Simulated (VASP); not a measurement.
Set up this calculation in VASP 6.6.1, as the native input.

- Task: single point
- Functional: PBE
- Potentials or basis: VASP PAW PBE potentials, release 64 (Fe, O)
- Cutoff: 520 eV
- k mesh: 8 × 8 × 8
- Occupations: gaussian, width 0.05 eV
- Spin: collinear spin, ferromagnetic start
- Starting moments: [3.0, 0.0] μB
- Fixed moment: 4 μB
- Hubbard terms: Fe d U = 5 eV
- Further INCAR settings: ALGO = Normal; EDIFF = 1e-07; NBANDS = 18

The structure of FeO lies in POSCAR:

```
FeO
1.0
    0.0000000000      2.1554001600      2.1554001600
    2.1554001600      0.0000000000      2.1554001600
    2.1554001600      2.1554001600      0.0000000000
Fe O
1 1
Direct
    0.0000000000      0.0000000000      0.0000000000
    0.5000000000      0.5000000000      0.5000000000
```

One way to write it, as run:

INCAR

```
  PREC = Accurate
  ENCUT = 520
  EDIFF = 1E-7
  ISMEAR = 0
  SIGMA = 0.05
  LREAL = False
  LASPH = True
  NELM = 100
  ALGO = Normal
  ISIF = 2
  LWAVE = False
  LCHARG = False
  ISPIN = 2
  MAGMOM = 3 0
  LORBIT = 11
  NUPDOWN = 4
  LMAXMIX = 4
  LDAU = True
  LDAUTYPE = 2
  LDAUL = 2 -1
  LDAUU = 5 0
  LDAUJ = 0 0
  LDAUPRINT = 1
  GGA = PE
  NBANDS = 18
```

KPOINTS

```
regular mesh
0
Gamma
  8 8 8
```

Potentials or basis: VASP PAW PBE potentials, release 64 (Fe, O).

Launch:

```bash
$ cat potpaw_PBE.64/Fe/POTCAR potpaw_PBE.64/O/POTCAR > POTCAR
$ mpirun -np 1 vasp_std > vasp.out
```

It gave:

```
Pressure                                              : -0.7 GPa
Net moment                                            : 4.00 μB per cell
Site moments                                          : Fe +3.86; O +0.18 μB
Valence electrons inside the program's atomic spheres : Fe 6.74; O 5.02
```

Caveat: the total moment is fixed, so each spin has its own Fermi level; a cell with one magnetic atom can't hold antiferromagnetic order, which such compounds often take.

Run time: 17 s on 1 thread of AMD EPYC 9R45 96-Core Processor (Zen 5) (shared host), peak memory 0.13 GiB.
